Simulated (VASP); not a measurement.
Input for VASP

File KPOINTS:
```
Automatic mesh
0
Gamma
7 7 7
0 0 0
```

**INCAR**
```
SYSTEM = ZnSe
PREC = Accurate
ENCUT = 400
EDIFF = 1E-6
NELM = 100
ALGO = Normal
LREAL = .FALSE.
LASPH = .TRUE.
ISMEAR = 0
SIGMA = 0.05
LMAXMIX = 4
LWAVE = .FALSE.
LCHARG = .FALSE.
IBRION = 2
ISIF = 3
NSW = 60
EDIFFG = -0.01
```

File POSCAR:
```
ZnSe
1.0
  0.0000000000   2.7862321164   2.7862321164
  2.7862321164   0.0000000000   2.7862321164
  2.7862321164   2.7862321164   0.0000000000
Zn Se
1 1
Direct
  0.0000000000   0.0000000000   0.0000000000
  0.2500000000   0.2500000000   0.2500000000
```

POTCAR, in this order: Zn Se (LDA.64 set). Program: vasp_std.

Translate this LDA calculation to Quantum ESPRESSO's pw.x.

One equivalent input (not run):
```
&CONTROL
  calculation = 'vc-relax'
  pseudo_dir = './pseudo'
  outdir = './out'
  tprnfor = .true.
  tstress = .true.
  nstep = 60
  forc_conv_thr = 0.00039
/
&SYSTEM
  ibrav = 0
  nat = 2
  ntyp = 2
  ecutwfc = 86
  occupations = 'smearing'
  smearing = 'gaussian'
  degauss = 0.003675
  input_dft = 'pz'
/
&ELECTRONS
  conv_thr = 7.3e-08
  electron_maxstep = 100
/
&IONS
/
&CELL
/
ATOMIC_SPECIES
  Zn 65.380 Zn.upf
  Se 78.971 Se.upf
CELL_PARAMETERS angstrom
    -0.0000000    2.7862321    2.7862321
     2.7862321    0.0000000    2.7862321
     2.7862321    2.7862321   -0.0000000
ATOMIC_POSITIONS crystal
  Zn   0.0000000  0.0000000  0.0000000
  Se   0.2500000  0.2500000  0.2500000
K_POINTS automatic
  7 7 7 0 0 0
```
What does not carry over: the potentials are each code's own (VASP's PAW set, PseudoDojo norm-conserving files in pw.x), so ENCUT and ecutwfc are chosen apart and not converted; conv_thr bounds pw.x's estimated SCF error, while EDIFF bounds the energy change between steps; forc_conv_thr acts on force components and is met together with etot_conv_thr.

The compound is ZnSe in the zinc blende structure. It was relaxed first, which changed the volume by -5 %. The start is the result of an earlier pass.
